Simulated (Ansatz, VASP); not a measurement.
## W in two plane-wave programs

Wanted: the spread between two codes on one cell, functional and k mesh.

Calculated with Ansatz 0.2.0; plane waves, with VASP 6.6.1 beside it; relaxation of cell and atoms at PBEsol.

### 1. Set-up

The structure is cubic, space group Im-3m (No. 229). The conventional cell has a = 3.160 Å, b = 3.160 Å, c = 3.160 Å, α = 90.00°, β = 90.00°, γ = 90.00°. Nearest to W lie 8 W at 2.74 Å.

### 2. Ansatz: relaxation of cell and atoms, PBEsol

Ansatz runs on its default PAW (the set named soft_2) files.

The relaxed volume is the usual yardstick between codes: its relative difference is about their pressure difference at one cell divided by the bulk modulus.

Input file input.yaml:

```yaml
crystal:
  lattice:
    - [-1.58, 1.58, 1.58]
    - [1.58, -1.58, 1.58]
    - [1.58, 1.58, -1.58]
  atoms:
    - { symbol: W, position: [0.0, 0.0, 0.0] }
hamiltonian:
  xc: pbesol
  pseudopotentials: { kind: paw }
kpoints:
  mp_grid: { grid: [15, 15, 15] }
scf:
  occupations: { method: methfessel_paxton, width: 0.15 }
relax:
  f_tol: 0.01
  max_steps: 60
  cell: { stress_tol: 0.05 }
output:
  forces: true
  stress: true
```

Started as:

```
ansatz run input.yaml --threads 4 --pin off --max-ram 9216MiB --backend cpu --events-out ev --progress --plain --runs-dir out
```

Numbers of over 12 decimals in the logs are rounded to 6 here.

The program printed:

```text
Engine: ansatz 0.2.0, aarch64-unknown-linux-gnu
Pseudopotentials: kind: paw
Pseudopotential: W, paw, valence charge 14, recommended cutoff 420 eV (normal), W.paw.azcp
Functional definition: PBEsol
  exchange = pbesol_x
  correlation = pbesol_c
Crystal: 1 atoms, lattice volume = 15.777 Å³
Basis set: ecut = 420 eV, 321 PW (Γ), exchange–correlation on 40×40×40 points (8 copies of the dense FFT grid, shifted against one another)
Bands: 11, of which v1, the nominal top of the filled ones, is band 7 counted from 1 (6 counted from 0)
Symmetry: 48 space group operations
Space group: Im-3m (ITA 229), of the structure as read, at distance tolerance 2.5e-5 Å
k-points: 120 of 3375
Non-local potential: W, projectors of the file, l = 0: 3, l = 1: 2, l = 2: 2, l = 3: 1
PAW form: soft (Blöchl's): semilocal exchange-correlation on the pseudo side does not see the compensation charge
PAW frozen core: W, regenerated for the run's functional, and the local potential with it (the file was generated under x = pbe(κ = 0.804, μ = 0.219515), c = pbe(β = 0.066725))
PAW one-centre angular grid: W, 590 points (default); XC on 64 Gauss nodes
Initial density: superposition of atomic densities (neutral atoms: chi_scale 0, normalization atom), corrected by the library's trained network
Initial wavefunctions: pseudopotential atomic-orbital guess
Functional: x = pbesol(κ = 0.804, μ = 0.123457), c = pbesol(β = 0.046)
SCF iter   1: F=—  HF=-10256.563762 eV  |F-HF|=—  |Δ(HF+E_count)|=         —  Δρ=1.98e-3  dr2=1.63e-4  ethr=1.77e-3  ⟨swp⟩=5.0  Hψ=6955  notcnv=0
preconditioner: auto → none  [insulator: Δε(μ)=0.139 eV  Ē_g=9.103 eV  σ=0.150 eV  W_gap=0.65  n_scr=0 (ndim 8)  ℏωp=22.9 eV  f_vac=0.000  D(μ)=0.28/eV (n_scr^D=0)  ε∞_Penn≈7.3]
SCF iter   2: F=—  HF=-10256.563438 eV  |F-HF|=—  |Δ(HF+E_count)|=   3.24e-4  S|Δr|=    0.00e0  Δρ=9.99e-4  dr2=3.09e-5  ethr=1.16e-6  ⟨swp⟩=2.2  Hψ=2987  notcnv=0
SCF iter   3: F=—  HF=-10256.563464 eV  |F-HF|=—  |Δ(HF+E_count)|=   2.60e-5  S|Δr|=    0.00e0  Δρ=3.41e-4  dr2=3.49e-6  ethr=2.21e-7  ⟨swp⟩=2.0  Hψ=2079  notcnv=0
SCF iter   4: F=—  HF=-10256.563469 eV  |F-HF|=—  |Δ(HF+E_count)|=   4.16e-6  S|Δr|=    0.00e0  Δρ=3.77e-5  dr2=1.32e-7  ethr=2.49e-8  ⟨swp⟩=2.0  Hψ=1659  notcnv=0
SCF iter   5: F=-10256.563468 eV  HF=-10256.563468 eV  |F-HF|=8.67e-9  |Δ(HF+E_count)|=   5.43e-8  S|Δr|=    0.00e0  Δρ=8.87e-6  dr2=9.97e-9  ethr=7.14e-10  ⟨swp⟩=4.7  Hψ=4315  notcnv=0
SCF 1 converged in 5 iterations: F = -10256.563468 eV  dr2 = 9.97e-9
  greatest PAW one-centre occupation: 1.000 electrons in one spin orbital (limit 2), on the W atom at site 0 (counted from 0), in its partial waves of l = 0
relax step   1: F+E_penalty+E_count = -10256.56346845 eV  Δ(F+E_penalty+E_count) = +0.000e0 eV  max|allowed force component| = 0.000e0 eV/Å  Δτ_max = 0.0000 Å  P = -1.509 GPa  Ω = 15.777 Å³  (5 SCF iters, dr2 threshold 1.00e-7 eV, accepted)
[...]
relax step   2: F+E_penalty+E_count = -10256.56128231 eV  Δ(F+E_penalty+E_count) = +2.186e-3 eV  max|allowed force component| = 0.000e0 eV/Å  Δτ_max = 0.0000 Å  P = +4.273 GPa  Ω = 15.503 Å³  energy of the carried Pulay correction = +1.077e-4 eV  (4 SCF iters, dr2 threshold 1.00e-7 eV, rejected (line search))
[...]
relax step   3: F+E_penalty+E_count = -10256.56384490 eV  Δ(F+E_penalty+E_count) = -3.764e-4 eV  max|allowed force component| = 0.000e0 eV/Å  Δτ_max = 0.0000 Å  P = -0.027 GPa  Ω = 15.705 Å³  energy of the carried Pulay correction = +2.828e-5 eV  (5 SCF iters, accepted)
[...]
relax step   4: F+E_penalty+E_count = -10256.56382368 eV  Δ(F+E_penalty+E_count) = +2.121e-5 eV  max|allowed force component| = 0.000e0 eV/Å  Δτ_max = 0.0000 Å  P = -0.027 GPa  Ω = 15.705 Å³  stress off target by 2.72e-2 GPa  SCF on the basis re-selected at this cell (its energy is not comparable with the rows above)  (3 SCF iters)
basis re-selected at this cell: Δ(F+E_penalty+E_count) = +2.121e-5 eV, ΔP = +0.000 GPa vs the last step (what re-selecting the basis moved, of the pressure what is left beyond the Pulay correction that the steps carried, after the strain that the cell walked since its last selection, with what the two solves' SCF thresholds leave and, on support functions, any second-order correction that the steps lacked; it is no measure of the basis error at this ecutwfc). This SCF's stress stands 2.72e-2 GPa from its target on what of the cell is left free (relax.cell.stress_tol is 5.00e-2 GPa) and its largest allowed force component is 0.00e0 eV/Å (relax.f_tol is 1.00e-2 eV/Å): [rest of the remark cut]
SCF converged after 3 iterations
Stability not checked: this state was not tested for a lower state beside it, because cold or Methfessel-Paxton smearing, or corrected tetrahedra, fill the levels in a way that the test cannot read (fill_not_monotonic; see scf.lower_state_search)
Free energy (F): -10256.563824 eV
Harris-Foulkes:  -10256.563824 eV  (|F-HF|=3.64e-12)
Internal energy: -10256.564751 eV  (E = F + TS)
E sigma→0 (E₀):  -10256.564055 eV
Entropy (-TS):   0.000927 eV (0.927 meV/atom)
Fermi energy:    22.658494 eV
--- Per-component energies (eV) ---
  E_band       = -80.441079
  E_kinetic    = 450.655467
  E_local      = -594.463613  (includes V_loc(G=0)·N_el)
  E_nonlocal   = 2.960006
  E_hartree    = 213.211406
  E_xc         = -265.422270
  E_vxc        = -238.892017  (∫ρ·V_xc dr)
  E_paw        = -8436.056776  (= ΣΔE_a)
  E_vpaw       = -127.123655  (= ΣTr[D̂ρ^β])
  E_aug_tail   = -0.000058  (compensation charges beyond the density's cutoff)
  E_ewald      = -1627.670704
  E_core_change = 0.221792  (= ΣΔE_core)
  E_smearing   = 0.000927  (= −TS)
  E_closure    = 0.000000  (closes the sum)
  Σ components = -10256.563824   (vs F -10256.563824, Δ=0.00e0)
--- Forces (eV/Å), atoms counted from 1 ---
  atom   1  W     -0.00000000    -0.00000000     0.00000000
  max |Σ_I F_I| component: 9.04e-32 eV/Å
--- Stress (GPa, compression-positive) ---
       -0.027166       0.000000      -0.000000
        0.000000      -0.027166       0.000000
       -0.000000       0.000000      -0.027166
  P = ⅓ Tr σ = -0.0272 GPa (-0.272 kbar)
--- Relaxed structure (3 steps of the walk, 2 accepted, 1 SCFs on fresh bases) ---
  F+E_penalty+E_count = -10256.56382368 eV   max|allowed force component| = 0.000e0 eV/Å   (the final SCF, on the basis selected at the relaxed cell)
  cell:  # Å, volume = 15.7048 Å³
    - [-1.577579, 1.577579, 1.577579]
    - [1.577579, -1.577579, 1.577579]
    - [1.577579, 1.577579, -1.577579]
  atoms:
    - { symbol: W, position: [0.0, 0.0, 0.0] }
```

Wall time 1.1 s (4 threads of Arm Neoverse V2, shared host); peak memory 0.33 GiB.

### 3. VASP: relaxation of cell and atoms, PBEsol

The same cell, functional, mesh and smearing now go to VASP, with its own data sets and cutoff.

Lines of VASP's logs that name or quote its potential files are left out, and so is its time.

Input file INCAR:

```
SYSTEM = W
PREC = Accurate
ENCUT = 350
EDIFF = 1E-06
NELM = 120
ISMEAR = 1
SIGMA = 0.15
LREAL = .FALSE.
ALGO = Normal
GGA = PS
NBANDS = 9
LASPH = .TRUE.
LORBIT = 11
LWAVE = .FALSE.
LCHARG = .FALSE.
KPAR = 8
IBRION = 2
NSW = 40
ISIF = 3
EDIFFG = -0.02
POTIM = 0.4
```

Input file POSCAR:

```
W
1.0
   -1.5800000000      1.5800000000      1.5800000000
    1.5800000000     -1.5800000000      1.5800000000
    1.5800000000      1.5800000000     -1.5800000000
W
1
Direct
    0.0000000000      0.0000000000      0.0000000000
```

Input file KPOINTS:

```
Automatic mesh
0
Gamma
15 15 15
0 0 0
```

The projector-augmented-wave data sets are W (PBE family, release 64).

Started as:

```
mpirun -np 8 vasp_std
```

The program printed:

```text
[banner, memory and clock lines left out]
running    8 mpi-ranks, on    1 nodes
 distrk:  each k-point on    1 cores,    8 groups
 distr:  one band on    1 cores,    1 groups

 POSCAR found type information on POSCAR W
 POSCAR found :  1 types and       1 ions
|                                                                             |
|           W    W    AA    RRRRR   N    N  II  N    N   GGGG   !!!           |
|           W    W   A  A   R    R  NN   N  II  NN   N  G    G  !!!           |
|           W    W  A    A  R    R  N N  N  II  N N  N  G       !!!           |
|           W WW W  AAAAAA  RRRRR   N  N N  II  N  N N  G  GGG   !            |
|           WW  WW  A    A  R   R   N   NN  II  N   NN  G    G                |
|           W    W  A    A  R    R  N    N  II  N    N   GGGG   !!!           |
|                                                                             |
|     For optimal performance we recommend to set                             |
|       NCORE = 2 up to number-of-cores-per-socket                            |
|     NCORE specifies how many cores store one orbital (NPAR=cpu/NCORE).      |
|     This setting can greatly improve the performance of VASP for DFT.       |
|     The default, NCORE=1 might be grossly inefficient on modern             |
|     multi-core architectures or massively parallel machines. Do your        |
|     Unfortunately you need to use the default for GW and RPA                |
|     calculations (for HF NCORE is supported but not extensively tested      |
|     yet).                                                                   |
|                                                                             |

|                                                                             |
|               ----> ADVICE to this user running VASP <----                  |
|                                                                             |
|     You enforced a specific xc type in the INCAR file but a different       |
|     [... a line on the potential file left out ...]
|     I HOPE YOU KNOW WHAT YOU ARE DOING!                                     |
|                                                                             |

 LDA part: xc-table for (Slater+PW92), standard interpolation
 POSCAR, INCAR and KPOINTS ok, starting setup
 FFT: planning ... GRIDC
 FFT: planning ... GRID_SOFT
 FFT: planning ... GRID
 WAVECAR not read
 entering main loop
       N       E                     dE             d eps       ncg     rms          rms(c)
DAV:   1     0.676965623380E+00    0.67697E+00   -0.23790E+03  2208   0.403E+02
DAV:   2    -0.143672460148E+02   -0.15044E+02   -0.14414E+02  2559   0.109E+02
DAV:   3    -0.146078304464E+02   -0.24058E+00   -0.24021E+00  2511   0.109E+01
DAV:   4    -0.146084250194E+02   -0.59457E-03   -0.59455E-03  2450   0.592E-01
DAV:   5    -0.146084263974E+02   -0.13780E-05   -0.13785E-05  2519   0.262E-02    0.217E+01
DAV:   6    -0.140847015528E+02    0.52372E+00   -0.39516E-01  2350   0.396E+00    0.107E+01
DAV:   7    -0.138819873037E+02    0.20271E+00   -0.45951E-01  2441   0.414E+00    0.290E-01
DAV:   8    -0.138798702500E+02    0.21171E-02   -0.23551E-03  2335   0.353E-01    0.115E-01
DAV:   9    -0.138796855764E+02    0.18467E-03   -0.16129E-04  2632   0.598E-02    0.139E-02
DAV:  10    -0.138796859757E+02   -0.39933E-06   -0.98252E-06  2445   0.216E-02
   1 F= -.13879686E+02 E0= -.13880062E+02  d E =-.138797E+02
 curvature:   0.00 expect dE= 0.000E+00 dE for cont linesearch  0.000E+00
 trial: gam= 0.00000 g(F)=  0.762E-64 g(S)=  0.301E-01 ort = 0.000E+00 (trialstep = 0.100E+01)
 search vector abs. value=  0.301E-01
 bond charge predicted
       N       E                     dE             d eps       ncg     rms          rms(c)
DAV:   1    -0.138721383356E+02    0.75472E-02   -0.11965E+00  2175   0.797E+00    0.334E+00
DAV:   2    -0.138560927386E+02    0.16046E-01   -0.14153E-02  2460   0.857E-01    0.148E+00
DAV:   3    -0.138509285999E+02    0.51641E-02   -0.12100E-02  2804   0.698E-01    0.363E-02
DAV:   4    -0.138509789909E+02   -0.50391E-04   -0.84231E-05  2413   0.602E-02    0.253E-02
DAV:   5    -0.138510174324E+02   -0.38442E-04   -0.70088E-05  2507   0.405E-02    0.501E-03
DAV:   6    -0.138510174242E+02    0.82010E-08   -0.59954E-07  2036   0.605E-03
   2 F= -.13851017E+02 E0= -.13851112E+02  d E =0.286686E-01
 trial-energy change:    0.028669  1 .order    0.029530   -0.030085    0.089145
 step:   0.2607(harm=  0.2523)  dis= 0.00000  next Energy=   -13.883623 (dE=-0.394E-02)
 bond charge predicted
       N       E                     dE             d eps       ncg     rms          rms(c)
DAV:   1    -0.138950713517E+02   -0.44054E-01   -0.63414E-01  2174   0.563E+00    0.248E+00
DAV:   2    -0.138863512380E+02    0.87201E-02   -0.85702E-03  2445   0.686E-01    0.110E+00
DAV:   3    -0.138836795805E+02    0.26717E-02   -0.64332E-03  2784   0.496E-01    0.238E-02
DAV:   4    -0.138836918016E+02   -0.12221E-04   -0.41698E-05  2387   0.427E-02    0.122E-02
DAV:   5    -0.138837067198E+02   -0.14918E-04   -0.45448E-05  2440   0.311E-02    0.378E-03
DAV:   6    -0.138837069094E+02   -0.18960E-06   -0.29135E-07  1637   0.438E-03
   3 F= -.13883707E+02 E0= -.13884021E+02  d E =-.402093E-02
 curvature:  -0.13 expect dE=-0.909E-06 dE for cont linesearch -0.909E-06
 trial: gam=-0.01524 g(F)=  0.509E-64 g(S)=  0.721E-05 ort = 0.466E-03 (trialstep = 0.852E+00)
 search vector abs. value=  0.183E-08
 reached required accuracy - stopping structural energy minimisation
```

OUTCAR, selected parts (step 3):

```text
ion  position               nearest neighbor table
   1  0.000  0.000  0.000-

  LATTYP: Found a body centered cubic cell.
 ALAT       =     3.1600000000

 Subroutine GETGRP returns: Found 48 space group operations
 (whereof 48 operations were pure point group operations)

The static configuration has the point symmetry O_h .

 Found    120 irreducible k-points:

   k-points           NKPTS =    120   k-points in BZ     NKDIM =    120   number of bands    NBANDS=      9

   dimension x,y,z NGX =    18 NGY =   18 NGZ =   18
   dimension x,y,z NGXF=    36 NGYF=   36 NGZF=   36

   ENCUT  =  350.0 eV  25.72 Ry    5.07 a.u.   4.17  4.17  4.17*2*pi/ulx,y,z

   NELECT =       6.0000    total number of electrons

 k-points in reciprocal lattice and weights: Automatic mesh
   0.00000000  0.00000000  0.00000000       0.000
   0.06666667  0.00000000  0.00000000       0.004
   0.13333333  0.00000000  0.00000000       0.004
   0.20000000  0.00000000  0.00000000       0.004
   0.26666667  0.00000000  0.00000000       0.004
   0.33333333  0.00000000  0.00000000       0.004
   0.40000000  0.00000000  0.00000000       0.004
   0.46666667  0.00000000  0.00000000       0.004
   0.06666667  0.06666667  0.00000000       0.007
[...]
-0.46666667 -0.46666667  0.40000000       0.002
  -0.46666667  0.46666667  0.46666667       0.002

 average (electrostatic) potential at core
       1 -37.4596

 E-fermi :   7.8560

 k-point     1 :       0.0000    0.0000    0.0000
  band No.  band energies     occupation
      1      -1.8731      2.00000
      2       6.5897      2.00000
      3       6.5897      2.00000
      4       6.5897      2.00000
      5      10.1332     -0.00000
      6      10.1332     -0.00000
      7      23.2180      0.00000
      8      23.2180      0.00000
      9      23.2180      0.00000

 k-point     2 :       0.0667    0.0000    0.0000
  band No.  band energies     occupation
      1      -1.6585      2.00000
      2       6.4567      2.00000
      3       6.5600      2.00000
      4       6.8045      2.00000
      5       9.9258     -0.00000
      6      10.1368     -0.00000
      7      23.4034      0.00000
      8      23.5927      0.00000
      9      23.7513      0.00000

 k-point     3 :       0.1333    0.0000    0.0000
  band No.  band energies     occupation
      1      -1.0476      2.00000
      2       6.1013      2.00000
      3       6.4187      2.00000
      4       7.4398      2.00062
      5       9.5472     -0.00000
      6      10.1618     -0.00000
      7      23.8120      0.00000
      8      24.6692      0.00000
      9      24.9913      0.00000

  Total       -0.0078909     -0.0078909     -0.0078909      0.0000000      0.0000000     -0.0000000
  in kB       -0.8137741     -0.8137741     -0.8137741      0.0000000      0.0000000     -0.0000000
  external PRESSURE =      -0.8137741 kB  Pullay stress =       0.0000000 kB

  energy-cutoff  :      350.00
  volume of cell :       15.54
      direct lattice vectors                 reciprocal lattice vectors
    -1.571896950  1.571896950  1.571896950     0.000000000  0.318087009  0.318087009
     1.571896950 -1.571896950  1.571896950     0.318087009  0.000000000  0.318087009
     1.571896950  1.571896950 -1.571896950     0.318087009  0.318087009  0.000000000

 POSITION                                       TOTAL-FORCE (eV/Angst)
 -----------------------------------------------------------------------------------
      0.00000      0.00000      0.00000        -0.000000     -0.000000      0.000000
 -----------------------------------------------------------------------------------
    total drift:                                0.000000     -0.000000      0.000000

  FREE ENERGIE OF THE ION-ELECTRON SYSTEM (eV)
  ---------------------------------------------------
  free  energy   TOTEN  =       -13.8837069094 eV

  energy  without entropy=      -13.8846487271  energy(sigma->0) =      -13.88402085

 reached required accuracy - stopping structural energy minimisation

 total charge
# of ion       s       p       d       tot
------------------------------------------
    1        0.682   0.745   4.228   5.655

[... 3 further parts left out ...]
```

CONTCAR:

```
W
   1.00000000000000
    -1.5718969498685935    1.5718969498685935    1.5718969498685935
     1.5718969498685935   -1.5718969498685935    1.5718969498685935
     1.5718969498685935    1.5718969498685935   -1.5718969498685935
  W
     1
Direct
     0.0000000000000000    0.0000000000000000    0.0000000000000000
```

The data set W keeps the semicore shell frozen, which is cheaper and a little less accurate.

### 4. Side by side

Known differences besides the potentials themselves: both relaxations stop at a tolerance, which leaves soft axes loose, and VASP keeps its plane-wave basis; the data sets hold 14 valence electrons in Ansatz (default PAW (the set named soft_2) files) and 6 in VASP; the cutoff is 420 eV in Ansatz and 350 eV in VASP; Ansatz makes its cores anew for this functional, VASP keeps those of its PBE data sets; Ansatz adds a Pulay correction to the stress that steers its cell, VASP none. Total energies have different zeros and are not compared.

Compared:

```
                                         quantity  Ansatz   VASP  difference
                                      volume (Å³)   15.70  15.54     +1.09 %
edge a after relaxation, in the typed setting (Å)   2.732  2.723     +0.36 %
```

The walks stopped with -0.03 GPa left in Ansatz and -0.08 GPa in VASP; each walk ends within a tolerance, so the volume difference is uncertain by about these residues over the bulk modulus, most in soft cells.

### 5. Summary of results

| Quantity | Value |
| --- | --- |
| difference in volume (relaxation of cell and atoms, PBEsol) | 1.1 % |

In words: The difference in volume is 1.1 % (relaxation of cell and atoms, PBEsol), within the 1.2 % picked in this series as the mark of a large difference, as far as the stopping tolerances let one tell. How closely two codes agree says nothing of how well the functional describes the real material.

[Lines on the potential files, build, host, timing and source positions are cut from VASP's logs without a mark.]

[Logs are printed without paths, hosts, clocks, repeated set-up lines and the standing remarks that a program may print on its own settings, such as how far it seeks lower states.]

[Hosts, paths, dates, database ids (printed as entryN), source tags and the programs' standing remarks are cut or masked in the printed files.]
